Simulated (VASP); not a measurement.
The system is MoS2.

```
Mo S
1.0
     3.16100    0.00000    0.00000
    -1.58050    2.73751    0.00000
     0.00000    0.00000   15.98350
Mo S
2 4
Direct
  0.33333 0.66667 0.25000
  0.66667 0.33333 0.75000
  0.66667 0.33333 0.34791
  0.66667 0.33333 0.15209
  0.33333 0.66667 0.84791
  0.33333 0.66667 0.65209
```

The cell was built by a generator and needn't be a form met in nature.

Base run:

| Quantity | Value |
| --- | --- |
| Program | VASP 6.6.1 |
| Functional | PBEsol |
| Potentials or basis | VASP PAW PBE potentials, release 64 (Mo_sv, S) |
| Cutoff | 520 eV |
| k mesh | 8 × 8 × 2 |
| Occupations | fermi-dirac, width 0.05 eV |
| Spin | no spin polarisation |

Its results: band gap on the k mesh 1.88 eV, indirect (least direct gap 2.06 eV); pressure -2.0 GPa; largest force 0.255 eV/Å.

Question: After a change of settings the same cell gave: band gap on the k mesh 1.98 eV, indirect (least direct gap 2.19 eV); pressure -0.2 GPa; largest force 0.170 eV/Å. Which change was it?
A. functional from PBEsol to vdW-DF2
B. functional from PBEsol to LDA; potentials or basis from VASP PAW PBE potentials, release 64 (Mo_sv, S) to VASP PAW LDA potentials, release 64 (Mo_sv, S)
C. functional from PBEsol to SCAN; further incar settings from ALGO = Fast; EDIFF = 1e-06 to ALGO = Normal; EDIFF = 1e-06

Answer: C.

Caveats: the PAW data sets were made with another functional, which shifts forces and pressure a little; this functional lacks dispersion, which binds the layers, so the pressure and a relaxed spacing across them are unreliable (some runs).

Not every run made on this cell is shown here.
